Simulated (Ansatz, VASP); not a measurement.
**One calculation of HfTi3O8, two programs**

The input INCAR:

```
SYSTEM = HfTi3O8
PREC = Accurate
ENCUT = 520
EDIFF = 1E-7
ISMEAR = -1
SIGMA = 0.02
LREAL = .FALSE.
LASPH = .TRUE.
NELM = 60
ALGO = Normal
ISIF = 2
LWAVE = .FALSE.
LCHARG = .FALSE.
GGA = PE
NBANDS = 59
```

The input KPOINTS:

```
regular mesh
0
G
  6 6 4
  0 0 0
```

File POSCAR:

```
HfTi3O8
1.0
    3.3033062092     -3.2798872582      0.0000000000
    3.3033062092      3.2798872582      0.0000000000
    0.0000000000      0.0000000000      6.0534611132
Hf Ti O
1 3 8
Direct
    0.5000000000      0.5000000000      0.0000000000
    0.0000000000      0.0000000000      0.7446299736
    0.5000000000      0.5000000000      0.5000000000
    0.0000000000      0.0000000000      0.2553700264
    0.1867176083      0.1867176083      0.0000000000
    0.8132823917      0.8132823917      0.0000000000
    0.6998449043      0.3001550957      0.7365565274
    0.3001550957      0.6998449043      0.7365565274
    0.1946327034      0.1946327034      0.5000000000
    0.8053672966      0.8053672966      0.5000000000
    0.6998449043      0.3001550957      0.2634434726
    0.3001550957      0.6998449043      0.2634434726
```

Input for Ansatz:

```yaml
crystal:
  lattice:
    - [3.3033062092, -3.2798872582, 0.0]
    - [3.3033062092, 3.2798872582, 0.0]
    - [0.0, 0.0, 6.0534611132]
  atoms:
    - { symbol: Hf, position: [0.5, 0.5, 0.0] }
    - { symbol: Ti, position: [0.0, 0.0, 0.7446299736] }
    - { symbol: O, position: [0.1867176083, 0.1867176083, 0.0] }
    - { symbol: O, position: [0.8132823917, 0.8132823917, 0.0] }
    - { symbol: O, position: [0.6998449043, 0.3001550957, 0.7365565274] }
    - { symbol: O, position: [0.3001550957, 0.6998449043, 0.7365565274] }
    - { symbol: Ti, position: [0.5, 0.5, 0.5] }
    - { symbol: Ti, position: [0.0, 0.0, 0.2553700264] }
    - { symbol: O, position: [0.1946327034, 0.1946327034, 0.5] }
    - { symbol: O, position: [0.8053672966, 0.8053672966, 0.5] }
    - { symbol: O, position: [0.6998449043, 0.3001550957, 0.2634434726] }
    - { symbol: O, position: [0.3001550957, 0.6998449043, 0.2634434726] }
kpoints:
  mp_grid: { grid: [6, 6, 4] }
  band_path:
    path:
      - [[0.0, 0.0, 0.0], [0.5, 0.5, 0.0], [0.5035322090469, 0.4964677909531, 0.0]]
      - [[0.4964677909531, -0.4964677909531, 0.0], [0.0, 0.0, 0.0], [0.0, 0.0, 0.5], [0.4964677909531, -0.4964677909531, 0.5]]
      - [[0.5035322090469, 0.4964677909531, 0.5], [0.5, 0.5, 0.5], [0.5, 0.5, 0.0]]
      - [[0.0, 0.0, 0.0], [0.5, 3.471478101431e-18, 0.0], [0.5, 3.471478101431e-18, 0.5], [0.0, 0.0, 0.5], [0.5, 0.5, 0.5]]
    npoints: 10
hamiltonian:
  xc: pbe
scf:
  occupations: { method: fermi_dirac, width: 0.02 }
  n_extra_bands: 7
output:
  forces: true
  stress: true
  eigenvalues: true
```

The cell was built by a generator and needn't be a form met in nature.

Alike in both runs: task single point; functional PBE; k mesh 6 × 6 × 4; occupations fermi-dirac, width 0.02 eV; no spin polarisation.

```csv
,VASP,Ansatz
version,VASP 6.6.1,Ansatz 0.2.0
potentials or method,"VASP PAW PBE potentials, release 64 (Hf_pv, Ti_sv, O)","plane waves, PAW"
plane-wave cutoff (eV),520,420
valence electrons in the cell,94,110
```

VASP gave:

* gap on the k mesh at the Fermi level (eV): 1.98
* pressure (GPa): 4.8
* largest component of the traceless stress (GPa): 0.24
* rms of the force components (eV/Å): 0.061

Q: Estimate Ansatz's values.

A: gap on the k mesh at the Fermi level (eV): 2.01; pressure (GPa): 5.2; largest component of the traceless stress (GPa): 0.13; rms of the force components (eV/Å): 0.028.

The two sets of potentials don't hold the same shells in valence.

Caveats: spin-orbit coupling is left out, which moves the levels of the heavy elements. A k mesh can miss the band edges. As with any semilocal functional, this PBE gap is likely too small.
